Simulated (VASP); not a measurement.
Method: PBEsol GGA, VASP's PBE PAW potentials (set 64) (plane waves; VASP).

VASP ran on this input.

### INCAR
```
ALGO  =  Normal
EDIFF  =  1E-7
ENCUT  =  400
GGA  =  PS
ICHARG  =  11
ISMEAR  =  0
LASPH  =  .TRUE.
LCHARG  =  .FALSE.
LMAXMIX  =  4
LORBIT  =  11
LREAL  =  .FALSE.
LWAVE  =  .FALSE.
NELM  =  100
PREC  =  Accurate
SIGMA  =  0.05
SYSTEM  =  Zn4STe3
```

File KPOINTS:
```
k-points along high-symmetry lines
15
Line-mode
Reciprocal
  0.000000   0.000000   0.000000 ! GAMMA
  0.000000   0.500000   0.000000 ! X

  0.000000   0.500000   0.000000 ! X
  0.500000   0.500000   0.000000 ! M

  0.500000   0.500000   0.000000 ! M
  0.000000   0.000000   0.000000 ! GAMMA

  0.000000   0.000000   0.000000 ! GAMMA
  0.500000   0.500000   0.500000 ! R

  0.500000   0.500000   0.500000 ! R
  0.000000   0.500000   0.000000 ! X

  0.500000   0.500000   0.500000 ! R
  0.500000   0.500000   0.000000 ! M
```

File POSCAR:
```
Zn4STe3
1
    5.8886339427     0.0000000000     0.0000000000
    0.0000000000     5.8886339427     0.0000000000
    0.0000000000     0.0000000000     5.8886339427
Zn Te S
4 3 1
Direct
  0.0165674375   0.9834325625   0.9834325625
  0.4834325625   0.5165674375   0.9834325625
  0.4834325625   0.9834325625   0.5165674375
  0.0165674375   0.5165674375   0.5165674375
  0.2500000000   0.2500000000   0.2500000000
  0.7500000000   0.7500000000   0.2500000000
  0.7500000000   0.2500000000   0.7500000000
  0.2500000000   0.7500000000   0.7500000000
```

POTCAR, in this order: Zn Te S (PBE.64 set). Program: vasp_std. Read from the step before: CHGCAR.

Output of the run:

OSZICAR:
```
       N       E                     dE             d eps       ncg     rms          rms(c)
DAV:   1     0.453387824927E+03    0.45339E+03   -0.27852E+04  7740   0.155E+03
DAV:   2     0.267135094229E+02   -0.42667E+03   -0.41684E+03  7978   0.361E+02
DAV:   3    -0.218821704377E+02   -0.48596E+02   -0.47551E+02  8813   0.121E+02
DAV:   4    -0.236381171390E+02   -0.17559E+01   -0.17496E+01  8954   0.216E+01
DAV:   5    -0.236737850618E+02   -0.35668E-01   -0.35657E-01  9594   0.285E+00
DAV:   6    -0.236743566661E+02   -0.57160E-03   -0.57157E-03  8831   0.372E-01
DAV:   7    -0.236743763755E+02   -0.19709E-04   -0.19709E-04  9720   0.644E-02
DAV:   8    -0.236743771727E+02   -0.79725E-06   -0.79731E-06  8779   0.126E-02
DAV:   9    -0.236743772121E+02   -0.39414E-07   -0.39282E-07  7932   0.266E-03
   1 F= -.23674377E+02 E0= -.23674377E+02  d E =-.701981E-11
```

**OUTCAR**
```
 val. band max:        3.2160140682   @ k =   0.0000   0.0000   0.0000

 cond. band min:       4.2382746715   @ k =   0.0000   0.0000   0.0000



 k-point     1 :       0.0000    0.0000    0.0000
  band No.  band energies     occupation
      1      -9.8941      2.00000
      2      -8.3223      2.00000
      3      -7.3737      2.00000
      4      -7.3737      2.00000
      5      -3.8211      2.00000
      6      -3.8211      2.00000
      7      -3.8211      2.00000
      8      -3.7113      2.00000
      9      -3.7113      2.00000
     10      -3.7113      2.00000
     11      -3.5873      2.00000
     12      -3.5873      2.00000
     13      -3.5873      2.00000
     14      -3.5560      2.00000
     15      -3.5560      2.00000
     16      -3.5560      2.00000
     17      -3.4834      2.00000
     18      -3.4834      2.00000
     19      -3.4460      2.00000
     20      -3.4460      2.00000
     21      -3.4460      2.00000
     22      -3.2582      2.00000
     23      -3.2582      2.00000
     24      -3.2534      2.00000
     25      -1.9696      2.00000
     26      -1.9696      2.00000
     27      -1.9696      2.00000
     28       0.4747      2.00000
     29       0.4747      2.00000
     30       0.4747      2.00000
     31       1.0846      2.00000
     32       1.0846      2.00000
     33       1.0846      2.00000
     34       3.2160      2.00000
     35       3.2160      2.00000
     36       3.2160      2.00000
     37       4.2383      0.00000
     38       5.3835      0.00000
     39       5.3835      0.00000
     40       5.6316      0.00000
     41       5.6316      0.00000
     42       5.6316      0.00000
     43       6.0909      0.00000

 k-point     2 :       0.0000    0.0357    0.0000
  band No.  band energies     occupation
      1      -9.8931      2.00000
      2      -8.3212      2.00000
      3      -7.3777      2.00000
      4      -7.3736      2.00000
      5      -3.8213      2.00000
      6      -3.8205      2.00000
...
```

The density is held fixed in this step, so its total energy and stress have no physical meaning. Unless said otherwise, spin-orbit coupling is left out, though it shifts the bands of the heavy elements here.

The structure was generated: Zn4STe3 was put into an ordered model structure (P-43m), which need not be its known phase. It was relaxed first.
